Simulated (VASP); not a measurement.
Method: PBE GGA, VASP's PBE PAW potentials (set 64) (plane waves; VASP).

VASP ran on this input.

KPOINTS:
```
K-points
0
G
 4 4 2
```

### INCAR
```
ALGO = Normal
LMAXMIX = 4   ! l cut-off of mixed one-centre charges
ENCUT = 300
LASPH = T
LCHARG = F
PREC = Accurate
EDIFF = 1E-6   ! SCF stop (eV)
ISIF = 2   ! forces and stress, cell fixed
NELM = 100   ! most electronic steps
GGA = PE   ! PBE
ISMEAR = 0
SIGMA = 0.1
LREAL = F
LWAVE = F
SYSTEM = CdS
```

**POSCAR**
```
CdS
1
    4.1821720000     0.0000000000     0.0000000000
   -2.0910860000     3.6218670000     0.0000000000
    0.0000000000     0.0000000000    13.6913580000
Cd S
4 4
Direct
  0.0000000000   0.0000000000   0.0000000000
  0.0000000000   0.0000000000   0.5000000000
  0.6666670000   0.3333330000   0.7501800000
  0.3333330000   0.6666670000   0.2501800000
  0.0000000000   0.0000000000   0.8121600000
  0.0000000000   0.0000000000   0.3121600000
  0.6666670000   0.3333330000   0.5632900000
  0.3333330000   0.6666670000   0.0632900000
```

POTCAR, in this order: Cd S (PBE.64 set). Program: vasp_std.

What VASP printed:

File OSZICAR:
```
       N       E                     dE             d eps       ncg     rms          rms(c)
DAV:   1     0.370778097041E+03    0.37078E+03   -0.26639E+04   712   0.996E+02
DAV:   2    -0.489985630045E+01   -0.37568E+03   -0.36986E+03   776   0.294E+02
DAV:   3    -0.264568115982E+02   -0.21557E+02   -0.21460E+02   802   0.691E+01
DAV:   4    -0.267430708895E+02   -0.28626E+00   -0.28581E+00   792   0.784E+00
DAV:   5    -0.267487619129E+02   -0.56910E-02   -0.56890E-02   802   0.104E+00    0.157E+01
DAV:   6    -0.245565768969E+02    0.21922E+01   -0.52676E+00   810   0.159E+01    0.124E+01
DAV:   7    -0.245393201666E+02    0.17257E-01   -0.20913E+00   756   0.577E+00    0.425E+00
DAV:   8    -0.245043708542E+02    0.34949E-01   -0.36126E-01   736   0.394E+00    0.852E-01
DAV:   9    -0.245039889476E+02    0.38191E-03   -0.45466E-02   741   0.189E+00    0.275E-01
DAV:  10    -0.245038301401E+02    0.15881E-03   -0.28928E-03   795   0.501E-01    0.146E-01
DAV:  11    -0.245040488886E+02   -0.21875E-03   -0.41717E-04   746   0.944E-02    0.840E-02
DAV:  12    -0.245042772559E+02   -0.22837E-03   -0.28325E-04   731   0.711E-02    0.389E-02
DAV:  13    -0.245042898450E+02   -0.12589E-04   -0.65888E-05   770   0.538E-02    0.407E-03
DAV:  14    -0.245042921909E+02   -0.23459E-05   -0.70669E-06   654   0.172E-02    0.604E-03
DAV:  15    -0.245042928887E+02   -0.69783E-06   -0.13001E-06   560   0.465E-03
   1 F= -.24504293E+02 E0= -.24504293E+02  d E =-.124134E-10
```

OUTCAR:
```
------------------------ aborting loop because EDIFF is reached ----------------------------------------
  FORCE on cell =-STRESS in cart. coord.  units (eV):
  Direction    XX          YY          ZZ          XY          YZ          ZX
  --------------------------------------------------------------------------------------
  Total        0.7736253      0.7736252      0.3032254      0.0000000      0.0000000     -0.0000000
  in kB        5.9766844      5.9766837      2.3425846      0.0000000      0.0000000     -0.0000000
  external PRESSURE =       4.7653176 kB  Pullay stress =       0.0000000 kB
  volume of cell :      207.39
      direct lattice vectors                 reciprocal lattice vectors
     4.182172000  0.000000000  0.000000000     0.239110204  0.138050348  0.000000000
    -2.091086000  3.621867000  0.000000000     0.000000000  0.276100696  0.000000000
     0.000000000  0.000000000 13.691358000     0.000000000  0.000000000  0.073038774
  FREE ENERGIE OF THE ION-ELECTRON SYSTEM (eV)
  ---------------------------------------------------
  free  energy   TOTEN  =       -24.5042928887 eV

  energy  without entropy=      -24.5042928887  energy(sigma->0) =      -24.50429289
```
(Selected blocks of OUTCAR.)

At this cut-off the stress carries a Pulay error, which pulls relaxed volumes low.

The structure was generated: CdS was put into an ordered model structure, which need not be its known phase. The cell was not relaxed at this level. The k-mesh is coarse (spacing up to 0.43 per Å, 2π included), so the numbers may not be converged in it. The run is one of a series of settings (KPOINTS 4×4×2 Γ-centred mesh against the base run), some of them coarse on purpose.
